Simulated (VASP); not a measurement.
These are PBE GGA with D3 dispersion (zero damping), VASP's PBE PAW potentials (set 64) (plane waves; VASP) values and carry that method's errors.

The input files of a VASP run:

### KPOINTS
```
K-points
0
gamma
 11 11 6
```

POSCAR:
```
Lu
1
    1.7500000000    -3.0310890000     0.0000000000
    1.7500000000     3.0310890000     0.0000000000
    0.0000000000     0.0000000000     5.5500000000
Lu
2
Direct
  0.3333330000   0.6666670000   0.2500000000
  0.6666670000   0.3333330000   0.7500000000
```

INCAR:
```
SYSTEM = Lu
PREC = Accurate
ENCUT = 520
EDIFF = 1E-6
NELM = 100
ALGO = Normal
LREAL = .FALSE.
LASPH = .TRUE.
ISMEAR = 1
SIGMA = 0.1
GGA = PE
IVDW = 11
LMAXMIX = 6
LWAVE = .FALSE.
LCHARG = .FALSE.
IBRION = 2
ISIF = 3
NSW = 60
EDIFFG = -0.01
```

POTCAR, in this order: Lu_3 (PBE.64 set). Program: vasp_std.

Output

**OSZICAR**
```
       N       E                     dE             d eps       ncg     rms          rms(c)
DAV:   1     0.451424106391E+02    0.45142E+02   -0.87908E+03  2912   0.150E+03
DAV:   2    -0.647825149407E+01   -0.51621E+02   -0.49888E+02  2865   0.727E+02
DAV:   3    -0.879295731181E+01   -0.23147E+01   -0.22210E+01  2983   0.637E+01
DAV:   4    -0.890975318940E+01   -0.11680E+00   -0.11070E+00  3097   0.104E+01
DAV:   5    -0.891342643795E+01   -0.36732E-02   -0.36664E-02  2874   0.180E+00    0.251E+01
DAV:   6    -0.890083646113E+01    0.12590E-01   -0.35386E-02  2784   0.427E+00    0.149E+01
DAV:   7    -0.890747398043E+01   -0.66375E-02   -0.65531E-02  2674   0.567E+00    0.377E-01
DAV:   8    -0.890735597611E+01    0.11800E-03   -0.45544E-03  2750   0.997E-01    0.107E-01
DAV:   9    -0.890736472654E+01   -0.87504E-05   -0.21128E-04  2864   0.237E-01    0.299E-02
DAV:  10    -0.890736030280E+01    0.44237E-05   -0.22543E-05  2843   0.767E-02    0.329E-02
DAV:  11    -0.890736072286E+01   -0.42007E-06   -0.73248E-07  1602   0.190E-02
   1 F= -.95363572E+01 E0= -.95373705E+01  d E =-.953636E+01
       N       E                     dE             d eps       ncg     rms          rms(c)
DAV:   1    -0.906891052649E+01   -0.16155E+00   -0.66902E+00  1824   0.788E+01    0.310E+00
DAV:   2    -0.895622226106E+01    0.11269E+00   -0.49485E-01  2563   0.118E+01    0.137E+00
DAV:   3    -0.888377099283E+01    0.72451E-01   -0.11873E-01  2516   0.783E+00    0.483E-01
DAV:   4    -0.888260436929E+01    0.11666E-02   -0.11744E-02  2666   0.192E+00    0.335E-01
DAV:   5    -0.888276442231E+01   -0.16005E-03   -0.10671E-03  2807   0.621E-01    0.282E-02
DAV:   6    -0.888274515231E+01    0.19270E-04   -0.89431E-05  2832   0.185E-01    0.146E-02
DAV:   7    -0.888273837906E+01    0.67732E-05   -0.81006E-06  2575   0.404E-02    0.194E-03
DAV:   8    -0.888273798594E+01    0.39313E-06   -0.37042E-07  1347   0.160E-02
   2 F= -.95592680E+01 E0= -.95601540E+01  d E =-.229107E-01
       N       E                     dE             d eps       ncg     rms          rms(c)
DAV:   1    -0.889124176874E+01   -0.85034E-02   -0.83357E-02  1844   0.873E+00    0.360E-01
DAV:   2    -0.888980245195E+01    0.14393E-02   -0.63484E-03  2479   0.129E+00    0.155E-01
DAV:   3    -0.888888532913E+01    0.91712E-03   -0.14540E-03  2539   0.868E-01    0.527E-02
DAV:   4    -0.888885687144E+01    0.28458E-04   -0.17327E-04  2661   0.247E-01    0.357E-02
DAV:   5    -0.888885769607E+01   -0.82464E-06   -0.14562E-05  2789   0.710E-02    0.338E-03
DAV:   6    -0.888885754521E+01    0.15086E-06   -0.57433E-07  1117   0.228E-02
   3 F= -.95596916E+01 E0= -.95606544E+01  d E =-.233344E-01
       N       E                     dE             d eps       ncg     rms          rms(c)
DAV:   1    -0.888979973615E+01   -0.94204E-03   -0.20179E-03  1874   0.137E+00    0.569E-02
DAV:   2    -0.888976433345E+01    0.35403E-04   -0.15190E-04  2442   0.200E-01    0.243E-02
DAV:   3    -0.888974232586E+01    0.22008E-04   -0.35326E-05  2554   0.136E-01    0.810E-03
DAV:   4    -0.888974149733E+01    0.82852E-06   -0.38192E-06  2135   0.384E-02
   4 F= -.95596868E+01 E0= -.95606601E+01  d E =-.233295E-01
       N       E                     dE             d eps       ncg     rms          rms(c)
DAV:   1    -0.889242554912E+01   -0.26832E-02   -0.56572E-02  2506   0.379E+00    0.211E-01
DAV:   2    -0.889162603670E+01    0.79951E-03   -0.18752E-03  2781   0.733E-01    0.104E-01
DAV:   3    -0.889121435450E+01    0.41168E-03   -0.45969E-04  3158   0.346E-01    0.484E-02
DAV:   4    -0.889120716525E+01    0.71893E-05   -0.67338E-05  2835   0.900E-02    0.264E-02
DAV:   5    -0.889120661296E+01    0.55228E-06   -0.19737E-06  1441   0.338E-02
   5 F= -.95601925E+01 E0= -.95610349E+01  d E =-.505768E-03
       N       E                     dE             d eps       ncg     rms          rms(c)
DAV:   1    -0.889187741917E+01   -0.67025E-03   -0.10604E-02  2511   0.164E+00    0.904E-02
DAV:   2    -0.889172987057E+01    0.14755E-03   -0.35000E-04  2783   0.322E-01    0.456E-02
DAV:   3    -0.889165463684E+01    0.75234E-04   -0.86137E-05  3166   0.147E-01    0.222E-02
DAV:   4    -0.889165328585E+01    0.13510E-05   -0.11571E-05  2450   0.378E-02    0.117E-02
DAV:   5    -0.889165312585E+01    0.16000E-06   -0.10287E-06  1357   0.150E-02
   6 F= -.95602375E+01 E0= -.95610146E+01  d E =-.550747E-03
       N       E                     dE             d eps       ncg     rms          rms(c)
DAV:   1    -0.889162809673E+01    0.25189E-04   -0.46488E-05  2516   0.111E-01    0.603E-03
DAV:   2    -0.889162738378E+01    0.71295E-06   -0.84311E-07   962   0.206E-02
   7 F= -.95602382E+01 E0= -.95610190E+01  d E =-.551438E-03
       N       E                     dE             d eps       ncg     rms          rms(c)
DAV:   1    -0.889147788910E+01    0.15021E-03   -0.22698E-03  2511   0.765E-01    0.416E-02
DAV:   2    -0.889144578224E+01    0.32107E-04   -0.76079E-05  2796   0.147E-01    0.216E-02
DAV:   3    -0.889142926668E+01    0.16516E-04   -0.17927E-05  3022   0.681E-02    0.106E-02
DAV:   4    -0.889142892351E+01    0.34317E-06   -0.20336E-06  1044   0.203E-02
   8 F= -.95602263E+01 E0= -.95610385E+01  d E =-.539557E-03
       N       E                     dE             d eps       ncg     rms          rms(c)
DAV:   1    -0.889159126993E+01   -0.16200E-03   -0.10973E-03  2506   0.525E-01    0.291E-02
DAV:   2    -0.889157556671E+01    0.15703E-04   -0.36940E-05  2763   0.103E-01    0.147E-02
DAV:   3    -0.889156738336E+01    0.81834E-05   -0.76580E-06  2472   0.483E-02    0.680E-03
DAV:   4    -0.889156715276E+01    0.23060E-06   -0.11197E-06   964   0.236E-02
   9 F= -.95602365E+01 E0= -.95610279E+01  d E =-.549737E-03
       N       E                     dE             d eps       ncg     rms          rms(c)
DAV:   1    -0.889160033406E+01   -0.32951E-04   -0.60399E-05  2516   0.131E-01    0.715E-03
DAV:   2    -0.889159946497E+01    0.86909E-06   -0.10489E-06   922   0.223E-02
  10 F= -.95602378E+01 E0= -.95610248E+01  d E =-.551096E-03
       N       E                     dE             d eps       ncg     rms          rms(c)
DAV:   1    -0.889068041259E+01    0.91992E-03   -0.27808E-03  1869   0.157E+00    0.649E-02
DAV:   2    -0.889063429091E+01    0.46122E-04   -0.20348E-04  2491   0.232E-01    0.283E-02
DAV:   3    -0.889060445457E+01    0.29836E-04   -0.45684E-05  2501   0.156E-01    0.102E-02
DAV:   4    -0.889060358235E+01    0.87223E-06   -0.58714E-06  2425   0.463E-02
  11 F= -.95602497E+01 E0= -.95610171E+01  d E =-.118008E-04
```

**OUTCAR**
```
------------------------ aborting loop because EDIFF is reached ----------------------------------------
 Edisp (eV)   -0.66965
  FORCE on cell =-STRESS in cart. coord.  units (eV):
  Direction    XX          YY          ZZ          XY          YZ          ZX
  --------------------------------------------------------------------------------------
  Total       0.00067     0.00067    -0.00569     0.00000     0.00000     0.00000
  in kB       0.01906     0.01906    -0.16277     0.00000     0.00000     0.00000
  external pressure =       -0.04 kB  Pullay stress =        0.00 kB
  volume of cell :       56.01
      direct lattice vectors                 reciprocal lattice vectors
     1.732422844 -3.000644471 -0.000000000     0.288613142 -0.166630870 -0.000000000
     1.732422844  3.000644471  0.000000000     0.288613142  0.166630870 -0.000000000
     0.000000000 -0.000000000  5.387294358     0.000000000 -0.000000000  0.185621934
 POSITION                                       TOTAL-FORCE (eV/Angst)
 -----------------------------------------------------------------------------------
      1.73242      1.00022      1.34682        -0.000000      0.000000      0.000000
      1.73242     -1.00022      4.04047         0.000000     -0.000000      0.000000
 -----------------------------------------------------------------------------------
    total drift:                                0.000001      0.000067     -0.000012
  FREE ENERGIE OF THE ION-ELECTRON SYSTEM (eV)
  ---------------------------------------------------
  free  energy   TOTEN  =        -9.5602496508 eV

  energy  without entropy=       -9.5625519526  energy(sigma->0) =       -9.56101708

 reached required accuracy - stopping structural energy minimisation
```
(Selected blocks of OUTCAR.)

File CONTCAR:
```
Lu
   1.00000000000000
     1.7324228442774143   -3.0006444706024276   -0.0000000000000000
     1.7324228442774143    3.0006444706024276    0.0000000000000000
     0.0000000000000000   -0.0000000000000000    5.3872943583917001
  Lu
     2
Direct
     0.3333330000000032    0.6666669999999968    0.2500000000000000
     0.6666669999999968    0.3333330000000032    0.7500000000000000
```

Energy and stress use the plane-wave basis of the starting cell.

The compound is Lu in the hcp structure. This run relaxes it. Symmetry was kept, so distortions that lower it aren't found.
